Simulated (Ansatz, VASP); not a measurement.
**ZnRe in VASP and in Ansatz**

```xyz
2
Lattice="2.7482 0.0000 0.0000 -1.3741 2.3800 0.0000 0.0000 0.0000 4.4941" Properties=species:S:1:pos:R:3 pbc="T T T"
Re   -0.1221    1.4953    2.2479
Zn    0.0306   -0.0896   -0.0212
```

Change from the starting cell: atoms moved at random, drawn with an rms of 0.1 Å.

Alike in both runs: task single point; functional PBE; k mesh 7 × 7 × 4; occupations fermi-dirac, width 0.04 eV; no spin polarisation.

```csv
,VASP,Ansatz
version,VASP 6.6.1,Ansatz 0.2.0
potentials or method,"VASP PAW PBE potentials, release 64 (Re, Zn), cutoff 520 eV","all-electron LAPW, scalar-relativistic"
```

```csv
,VASP,Ansatz,Ansatz less VASP
gap on the k mesh at the Fermi level (eV),none,none,-
pressure (GPa),-1.3,-1.2,+0.05
largest component of the traceless stress (GPa),1.63,1.61,-0.024
rms of the force components (eV/Å),0.203,0.202,-0.0018
```

Atom by atom the forces differ by 0.002 eV/Å (rms over components). A gap of «none» marks a metal or a gap that the smearing closes. Ansatz ran all-electron here, so the differences hold the error of VASP's frozen core and of both bases.

Caveats: the k mesh is coarse (spacing up to 0.38 Å⁻¹), so the values aren't converged; the k mesh is thin for a metal, which can move the energy by tens of meV per atom (Ansatz). Spin-orbit coupling is left out, which matters for the levels of Re.
